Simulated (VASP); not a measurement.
Sn3Ge5Te8:

```
Ge Sn Te
1.0
    -6.11753    6.11753    0.00000
    -6.11753    0.00000    6.11753
     0.00000    6.11753    6.11753
Ge Sn Te
5 3 8
Direct
  0.00000 0.00000 0.00000
  0.50000 0.00000 0.00000
  0.00000 0.50000 0.00000
  0.00000 0.00000 0.50000
  0.50000 0.50000 0.00000
  0.50000 0.00000 0.50000
  0.00000 0.50000 0.50000
  0.50000 0.50000 0.50000
  0.75000 0.75000 0.75000
  0.25000 0.75000 0.75000
  0.75000 0.25000 0.75000
  0.75000 0.75000 0.25000
  0.25000 0.25000 0.75000
  0.25000 0.75000 0.25000
  0.75000 0.25000 0.25000
  0.25000 0.25000 0.25000
```

The cell was built by a generator and needn't be a form met in nature.

* Program: VASP 6.6.1
* Task: relaxation of cell and atoms
* Functional: PBE
* Potentials or basis: VASP PAW PBE potentials, release 64 (Ge_d, Sn_d, Te)
* Cutoff: 600 eV
* k mesh: 6 × 6 × 5
* Occupations: gaussian, width 0.03 eV
* Spin: no spin polarisation

At the start: pressure 1.3 GPa; volume 28.62 Å³/atom.

Where does the relaxation end?

Over 7 steps the energy falls by 20.5 meV/atom and the volume is 29.26 Å³/atom (+2.2 %); space group R-3m (No. 166, to 0.05 Å).

Step by step:
| step | energy change (eV) | largest force (eV/Å) | pressure (GPa) | volume (Å³) |
| --- | --- | --- | --- | --- |
| 1 | 0.0000 | 0.7719 | 1.30 | 457.89 |
| 2 | -0.1854 | 0.4976 | -0.29 | 473.50 |
| 3 | -0.1980 | 0.3819 | -1.05 | 481.10 |
| 4 | -0.2980 | 0.1722 | -0.63 | 475.21 |
| 5 | -0.3267 | 0.0214 | -0.19 | 470.14 |
| 6 | -0.3267 | 0.0298 | -0.13 | 469.92 |
| 7 | -0.3282 | 0.0087 | 0.02 | 468.09 |

Final structure:
```yaml
crystal:
  lattice:
    - [-6.16056, 6.16056, 0.00000]
    - [-6.16056, 0.00000, 6.16056]
    - [0.00419, 6.16475, 6.16475]
  atoms:
    - { symbol: Ge, position: [0.00000, 0.00000, 0.00000] }
    - { symbol: Ge, position: [0.50000, 0.00000, 0.00000] }
    - { symbol: Ge, position: [0.00000, 0.50000, 0.00000] }
    - { symbol: Ge, position: [0.00000, 0.00000, 0.50000] }
    - { symbol: Ge, position: [0.50000, 0.50000, 0.00000] }
    - { symbol: Sn, position: [0.50000, 0.00000, 0.50000] }
    - { symbol: Sn, position: [0.00000, 0.50000, 0.50000] }
    - { symbol: Sn, position: [0.50000, 0.50000, 0.50000] }
    - { symbol: Te, position: [0.75000, 0.75000, 0.76211] }
    - { symbol: Te, position: [0.23789, 0.75000, 0.76211] }
    - { symbol: Te, position: [0.75000, 0.23789, 0.76211] }
    - { symbol: Te, position: [0.75606, 0.75606, 0.23181] }
    - { symbol: Te, position: [0.24394, 0.24394, 0.76819] }
    - { symbol: Te, position: [0.25000, 0.76211, 0.23789] }
    - { symbol: Te, position: [0.76211, 0.25000, 0.23789] }
    - { symbol: Te, position: [0.25000, 0.25000, 0.23789] }
```
